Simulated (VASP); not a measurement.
Here is the system:

```yaml
crystal:
  lattice:
    - [3.24680, 0.00000, 0.00000]
    - [-1.62340, 2.81181, 0.00000]
    - [0.00000, 0.00000, 5.15408]
  atoms:
    - { symbol: Zr, position: [0.66667, 0.33333, 0.75000] }
    - { symbol: Zr, position: [0.33333, 0.66667, 0.25000] }
```

Calculation: r2SCAN meta-GGA, VASP's PBE PAW potentials (set 64) (plane waves; VASP). Settings: PREC = Normal, EDIFF = 1E-5, 400 eV cut-off, 14×14×8 Γ-centred mesh, first-order Methfessel-Paxton smearing of 0.10 eV, potentials Zr_sv.

Task: Predict the energy per atom (σ→0), band gap (on the k-mesh) with the smallest direct gap where there is one.

Result: 
| Quantity | Result |
|---|---|
| band gap (on the k-mesh) | none (metal, semimetal or under 0.01 eV) |
| energy per atom (σ→0) | -22.751 eV/atom |

Only differences to runs with the same potentials and settings are physical.

The compound is Zr in the hcp structure. It was relaxed first.
